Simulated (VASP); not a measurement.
Given:

```xyz
2
Lattice="0.0000 2.7739 2.7739 2.7739 0.0000 2.7739 2.7739 2.7739 0.0000" Properties=species:S:1:pos:R:3 pbc="T T T"
Mg     0.0000     0.0000     0.0000
Se     2.7739     2.7739     2.7739
```

Computed with TPSS meta-GGA, VASP's PBE PAW potentials (set 64) (plane waves; VASP). Settings: 520 eV cut-off, 8×8×8 Γ-centred mesh, Gaussian smearing of 0.050 eV, potentials Mg Se.

Q: Give the stress tensor in GPa (positive for a compressed cell).

A: 
```
-1.78   0.00   0.00
 0.00  -1.78   0.00
 0.00   0.00  -1.78
```
The pressure is its mean diagonal, -1.78 GPa.

The compound is MgSe in the rock salt structure. This cell is one point of a volume scan, at 1.03 of the reference volume.
